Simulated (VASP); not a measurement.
Crystal: TlRu.

```
Tl Ru
1.0
     3.05910    0.00000    0.00000
    -1.52955    2.64926    0.00000
     0.00000    0.00000    6.14533
Tl Ru
1 1
Direct
  0.00000 0.00000 0.50000
  0.00000 0.00000 0.00000
```

The cell was built by a generator and needn't be a form met in nature.

```yaml
Program: VASP 6.6.1
Task: relaxation of cell and atoms
Functional: PBE
Potentials_or_basis: VASP PAW PBE potentials, release 64 (Tl_d, Ru_pv)
Cutoff: 600 eV
k_mesh: 10 × 10 × 5
Occupations: methfessel-paxton, width 0.1 eV
Spin: no spin polarisation
```

At the start: pressure -11.5 GPa; volume 24.90 Å³/atom.

Question: Where does the relaxation end?

Answer: Over 7 steps the energy falls by 230.6 meV/atom and the volume is 20.48 Å³/atom (-17.8 %); space group P6/mmm (No. 191, to 0.05 Å).

The path:
```csv
step,energy change (eV),largest force (eV/Å),pressure (GPa),volume (Å³)
1,0.0000,0.0000,-11.46,49.80
2,-0.3531,0.0000,9.63,38.02
3,-0.4217,0.0000,0.69,40.77
4,-0.4570,0.0000,1.76,40.33
5,-0.4587,0.0000,1.44,40.41
6,-0.4597,0.0000,-1.07,41.38
7,-0.4611,0.0000,-0.01,40.95
```

Final structure:
```
Tl Ru
1.0
     2.93790    0.00000    0.00000
    -1.46895    2.54429    0.00000
     0.00000    0.00000    5.47875
Tl Ru
1 1
Cartesian
  -1.4689 2.5443 2.7394
  0.0000 0.0000 5.4788
```

Caveat: the volume moved by over 15 % at a fixed basis, so the end points are rough.
